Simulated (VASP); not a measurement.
## TiCl2F: relaxation of cell and atoms with PBE

TiCl2F:

```
Ti Cl F
1.0
    -1.75000    1.95000    5.80000
     1.75000   -1.95000    5.80000
     1.75000    1.95000   -5.80000
Ti Cl F
1 2 1
Direct
  0.00000 0.00000 0.00000
  0.85300 0.35300 0.50000
  0.14700 0.64700 0.50000
  0.50000 0.00000 0.50000
```

The cell was built by a generator and needn't be a form met in nature.

```
Program                : VASP 6.6.1
Task                   : relaxation of cell and atoms
Functional             : PBE
Potentials or basis    : VASP PAW PBE potentials, release 64 (Ti_sv, Cl, F)
Cutoff                 : 520 eV
k mesh                 : 6 × 6 × 6
Occupations            : gaussian, width 0.15 eV
Spin                   : no spin polarisation
Further INCAR settings : PREC = Normal; ALGO = Fast; EDIFF = 0.0001; IBRION = 2; EDIFFG = -0.08; NSW = 24; ISIF = 3
```

The relaxed volume is 20.93 Å³/atom, the relaxed cell is a = 6.861 Å, b = 6.861 Å, c = 6.861 Å, α = 151.88°, β = 146.53°, γ = 44.26° and the space group after relaxing (to 0.05 Å) is Immm (No. 71). The energy gained by relaxing is 24.8 meV/atom. The ionic steps are 9. The pressure after relaxing is 0.0 GPa. The largest force after relaxing is 0.030 eV/Å. The band gap on the k mesh is none (metal or under the smearing width).

Forces in eV/Å, atoms in the order of the input:
```
Ti   0.000  0.000  0.000
Cl   0.000  0.000 -0.030
Cl   0.000  0.000  0.030
F    0.000  0.000  0.000
```

Stress tensor (GPa, compression positive):
```
 0.06  0.00  0.00
 0.00 -0.42  0.00
 0.00  0.00  0.46
```

The path:
| step | energy change (eV) | largest force (eV/Å) | pressure (GPa) | volume (Å³) |
| --- | --- | --- | --- | --- |
| 1 | 0.0000 | 0.2820 | -0.09 | 79.17 |
| 2 | -0.0342 | 0.0231 | 0.22 | 79.02 |
| 3 | -0.0356 | 0.0387 | 0.39 | 78.98 |
| 4 | -0.0558 | 0.0747 | -0.01 | 79.49 |
| 5 | -0.0696 | 0.3048 | -0.65 | 80.35 |
| 6 | -0.0777 | 0.1101 | 0.90 | 79.48 |
| 7 | -0.0783 | 0.1487 | 0.68 | 79.65 |
| 8 | -0.0867 | 0.0977 | 0.60 | 80.66 |
| 9 | -0.0990 | 0.0296 | 0.03 | 83.71 |

Final structure:
```yaml
crystal:
  lattice:
    - [-1.66701, 1.97542, 6.35539]
    - [1.66701, -1.97542, 6.35539]
    - [1.66701, 1.97542, -6.35539]
  atoms:
    - { symbol: Ti, position: [0.00000, 0.00000, 0.00000] }
    - { symbol: Cl, position: [0.86329, 0.36329, 0.50000] }
    - { symbol: Cl, position: [0.13671, 0.63671, 0.50000] }
    - { symbol: F, position: [0.50000, 0.00000, 0.50000] }
```

Levels at points of the mesh, in eV from the Fermi level:
| k point | band 13 | band 14 | band 15 | band 16 | band 17 | band 18 | band 19 | band 20 |
| --- | --- | --- | --- | --- | --- | --- | --- | --- |
| (0.00, 0.00, 0.00) | -4.04 | -3.50 | -3.43 | -3.11 | -0.61 | 0.07 | 0.50 | 1.33 |
| (0.50, 0.00, 0.00) | -4.39 | -3.85 | -3.81 | -3.21 | -0.51 | 0.87 | 1.09 | 1.94 |
| (0.00, 0.50, 0.00) | -4.73 | -4.34 | -3.85 | -3.20 | -0.23 | 0.08 | 0.84 | 1.52 |
| (0.50, 0.50, 0.00) | -4.69 | -4.69 | -3.89 | -3.71 | 0.68 | 0.71 | 1.00 | 2.50 |
| (0.50, 0.50, 0.50) | -4.39 | -3.82 | -3.67 | -3.24 | -0.55 | 0.07 | 0.58 | 1.39 |

Run time: 5.7 min on 1 thread of Intel(R) Xeon(R) Platinum 8488C (Sapphire Rapids), with other jobs on the host, peak memory 0.25 GiB.

Caveat: the k mesh is coarse (spacing up to 0.40 Å⁻¹), so the values aren't converged; an odd number of electrons without spin polarisation forces a metal; a magnetic or distorted state may lie lower; semilocal functionals often make such compounds metallic where correlation or magnetic order opens a gap, which also shifts bond lengths; the relaxation stopped at a loose force limit of 0.08 eV/Å, so its end isn't a converged minimum.
